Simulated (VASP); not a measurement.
Runs of VASP 6.6.1 on FAlSeH2. The cell holds a molecule in a box, 5 atoms: a = 12.000 Å, b = 13.000 Å, c = 13.000 Å, α = 90.00°, β = 90.00°, γ = 90.00°. 

```tsv
task	level	potentials or basis	cutoff (eV)	grid for exact exchange (PRECFOCK)	exchange at q = 0	gap on the mesh (eV)	largest force (eV/Å)
atomic charges	PBE+TS	VASP PAW PBE potentials, release 64 (F, Al, Se, H)	520	-	-	4.67	0.59
single point	PBE0+D4	VASP PAW PBE potentials, release 64 (F_h, Al, Se, H_h)	900	Normal	truncated	6.51	0.09
single point	PBE0+TS	VASP PAW PBE potentials, release 64 (F, Al, Se, H)	520	Fast	truncated	6.51	(a)
single point	r2SCAN0	VASP PAW PBE potentials, release 64 (F_s, Al, Se, H_s)	400	Normal	truncated	6.88	0.30
single point	BLYP+D3(BJ)	VASP PAW PBE potentials, release 64 (F, Al, Se, H)	520	-	-	4.60	0.76
electron localisation function	PBE	VASP PAW PBE potentials, release 64 (F, Al, Se, H)	520	-	-	4.67	0.58
single point	B3LYP+D3(BJ)	VASP PAW PBE potentials, release 64 (F_s, Al, Se, H_s)	400	Normal	truncated	6.06	(b)
```

Alike in all rows: no spin polarisation; cell as given; k mesh 1 × 1 × 1; smearing gaussian 0.01 eV.

**Question.** Estimate the missing entries.

**Answer.** (a) 0.17; (b) 0.56.

Caveats: the PAW data sets were made with another functional, which shifts forces and pressure a little (some runs).

A k mesh can miss the band edges, and the runs leave out spin-orbit coupling on Se.

Not every run made on this cell is shown here.
